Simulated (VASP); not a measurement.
Input:

```
Hf3Si
1.0
    0.00000     3.33469     3.33469
    3.33469     0.00000     3.33469
    3.33469     3.33469     0.00000
Si Hf
1 3
Direct
  0.00000   0.00000   0.00000
  0.50000   0.50000   0.50000
  0.25000   0.25000   0.25000
  0.75000   0.75000   0.75000
```

All values below come from PBEsol GGA, VASP's PBE PAW potentials (set 64) (plane waves; VASP 6.6.1). Numerical set-up: 400 eV cut-off, Gaussian smearing of 0.050 eV, potentials Si Hf_pv.

Give the energies of bands 11 to 20 at the high-symmetry points, in eV from the Fermi level.

```
band      Γ      X      U      L      W
----  -----  -----  -----  -----  -----
11    -3.20  -5.21  -4.79  -5.60  -4.49
12    -3.20  -3.31  -4.24  -3.40  -4.49
13    -3.20  -3.05  -2.76  -3.40  -3.12
14    -2.71  -2.04  -2.69  -1.14  -2.50
15    -2.71  -2.04  -1.04  -0.65  -0.80
16    -0.33  -0.57  -0.81  -0.65  -0.80
17     0.09  -0.38   0.09  -0.14  -0.06
18     0.09  -0.38   0.33  -0.10   0.70
19     0.09   1.07   0.95  -0.10   0.70
20     3.48   1.97   1.26   1.27   0.94
```

It has no gap at this level: it comes out as a metal or semimetal.

The structure was generated: Hf3Si was put into the D03 type (Fm-3m), which need not be its known phase. It was relaxed first, which changed the volume by -29 %.
